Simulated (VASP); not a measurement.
Input:

```
CELL_PARAMETERS angstrom
      1.95967    -3.39425     0.00000
      1.95967     3.39425     0.00000
      0.00000     0.00000     6.10503
ATOMIC_POSITIONS crystal
  La 0.33333 0.66667 0.24583
  La 0.66667 0.33333 0.75417
  O  0.00000 0.00000 0.00000
  O  0.33333 0.66667 0.64622
  O  0.66667 0.33333 0.35378
```

Calculation: PBE GGA with D3 dispersion (zero damping), VASP's PBE PAW potentials (set 64) (plane waves; VASP). Run with 520 eV cut-off, Gaussian smearing of 0.050 eV, potentials La O.

### Question
Predict the band gap (along the path) with the smallest direct gap where there is one.

### Answer

| Item | Result |
|---|---|
| band gap (along the path) | 3.87 eV |
| smallest direct gap (along the path) | 3.98 eV |

The absolute energy has meaning only against runs of the same code, potentials and settings.

The compound is La2O3 in the a-type structure. It was relaxed first.
